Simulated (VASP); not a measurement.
Method: PBEsol GGA, VASP's PBE PAW potentials (set 64) (plane waves; VASP).

A VASP calculation is set up with these files.

### INCAR
```
SYSTEM = PtAl2
PREC = Accurate
ENCUT = 400
EDIFF = 1E-6
NELM = 100
ALGO = Normal
LREAL = .FALSE.
LASPH = .TRUE.
ISMEAR = 1
SIGMA = 0.1
GGA = PS
LMAXMIX = 6
LWAVE = .FALSE.
LCHARG = .FALSE.
IBRION = 2
ISIF = 3
NSW = 60
EDIFFG = -0.01
```

KPOINTS:
```
Automatic
0
gamma
10 10 10
0 0 0
```

### POSCAR
```
PtAl2
1
    0.0000000000     2.9550000000     2.9550000000
    2.9550000000     0.0000000000     2.9550000000
    2.9550000000     2.9550000000     0.0000000000
Al Pt
2 1
Direct
  0.2500000000   0.2500000000   0.2500000000
  0.7500000000   0.7500000000   0.7500000000
  0.0000000000   0.0000000000   0.0000000000
```

POTCAR, in this order: Al Pt (PBE.64 set). Program: vasp_std.

Unless said otherwise, spin-orbit coupling is left out, though it shifts the bands of the heavy elements here.

Problem. What does the run give for the energy per atom (σ→0), volume per atom, band gap (on the k-mesh)?

Solution. 
The energy per atom (σ→0) is -5.924 eV/atom. The band gap (on the k-mesh) is none (metal, semimetal or under 0.01 eV). The volume per atom is 17.08 Å^3/atom.

File OSZICAR:
```
...
       N       E                     dE             d eps       ncg     rms          rms(c)
DAV:   1    -0.177801565241E+02   -0.10516E-01   -0.13200E-01  1248   0.385E+00    0.601E-01
DAV:   2    -0.177715514553E+02    0.86051E-02   -0.48103E-02  1220   0.232E+00    0.164E-01
DAV:   3    -0.177710677048E+02    0.48375E-03   -0.20147E-03  1208   0.485E-01    0.554E-02
DAV:   4    -0.177710011883E+02    0.66516E-04   -0.22180E-04  1208   0.869E-02    0.186E-02
DAV:   5    -0.177709992654E+02    0.19229E-05   -0.35913E-05  1280   0.619E-02    0.120E-02
DAV:   6    -0.177709985811E+02    0.68428E-06   -0.52328E-06  1260   0.219E-02
   3 F= -.17770999E+02 E0= -.17770928E+02  d E =-.117184E-02
```

The compound is PtAl2 in the fluorite structure. This run relaxes it. Symmetry was kept, so distortions that lower it aren't found.
